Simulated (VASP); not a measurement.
An input for Quantum ESPRESSO's pw.x (written as the equivalent of a VASP run, and not itself run):

```
&CONTROL
  calculation = 'vc-relax'
  pseudo_dir = './pseudo'
  outdir = './out'
  tprnfor = .true.
  tstress = .true.
  nstep = 40
  forc_conv_thr = 0.00078
/
&SYSTEM
  ibrav = 0
  nat = 2
  ntyp = 2
  ecutwfc = 72
  occupations = 'smearing'
  smearing = 'methfessel-paxton'
  degauss = 0.00735
  input_dft = 'pbesol'
/
&ELECTRONS
  conv_thr = 7.3e-08
  electron_maxstep = 100
/
&IONS
/
&CELL
  press = 100
/
ATOMIC_SPECIES
  Sn 118.710 Sn.upf
  S 32.060 S.upf
CELL_PARAMETERS angstrom
     0.0000000    3.0855177    3.0855177
     3.0855177    0.0000000    3.0855177
     3.0855177    3.0855177    0.0000000
ATOMIC_POSITIONS crystal
  Sn   1.0000000  1.0000000  1.0000000
  S    0.2500000  0.2500000  0.2500000
K_POINTS automatic
  10 10 10 0 0 0
```

Q: Translate this input to VASP (INCAR, KPOINTS, POSCAR, choice of POTCAR).

A: This is not unique; one that fits is 
**INCAR**
```
ALGO=Normal
EDIFF=1E-6
EDIFFG=-0.02
ENCUT=500
GGA=PS
IBRION=2
ISIF=3
ISMEAR=1
LASPH=.True.
LCHARG=.False.
LMAXMIX=4
LREAL=.False.
LWAVE=.False.
NELM=100
NSW=40
PREC=Accurate
PSTRESS=100
SIGMA=0.1
SYSTEM=SnS
```

KPOINTS:
```
K-points
0
G
10 10 10
```

File POSCAR:
```
SnS
1.0
  0.0000000000   3.0855176686   3.0855176686
  3.0855176686   0.0000000000   3.0855176686
  3.0855176686   3.0855176686   0.0000000000
Sn S
1 1
Cart
  6.1710353372   6.1710353372   6.1710353372
  1.5427588343   1.5427588343   1.5427588343
```

POTCAR, in this order: Sn_d S (PBE.64 set). Program: vasp_std.

Limits of the translation: the potentials are each code's own (VASP's PAW set, PseudoDojo norm-conserving files in pw.x), so ENCUT and ecutwfc are chosen apart and not converted; conv_thr bounds pw.x's estimated SCF error, while EDIFF bounds the energy change between steps; forc_conv_thr acts on force components and is met together with etot_conv_thr.

The structure was generated: SnS was put into the zinc blende type (F-43m), which need not be its known phase. This run relaxes it under an external pressure of 10 GPa. Symmetry was kept, so distortions that lower it aren't found.
